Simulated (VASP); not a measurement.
Consider the following.

```yaml
crystal:
  lattice:
    - [0.00000, 2.10500, 2.10500]
    - [2.10500, 0.00000, 2.10500]
    - [2.10500, 2.10500, 0.00000]
  atoms:
    - { symbol: Mg, position: [0.00000, 0.00000, 0.00000] }
    - { symbol: O, position: [0.50000, 0.50000, 0.50000] }
```

Level of theory: PBEsol GGA, VASP's PBE PAW potentials (set 64) (plane waves; VASP). Run with 600 eV cut-off, 10×10×10 Γ-centred mesh, Gaussian smearing of 0.050 eV, potentials Mg O.

Task: Estimate the energy per atom (σ→0), band gap (on the k-mesh) with the smallest direct gap where there is one.

Result: 
band gap (on the k-mesh): 4.65 eV
smallest direct gap (on the k-mesh): 4.65 eV
energy per atom (σ→0): -6.258 eV/atom

Only differences to runs with the same potentials and settings are physical.

The compound is MgO in the rock salt structure. The cell was not relaxed at this level.
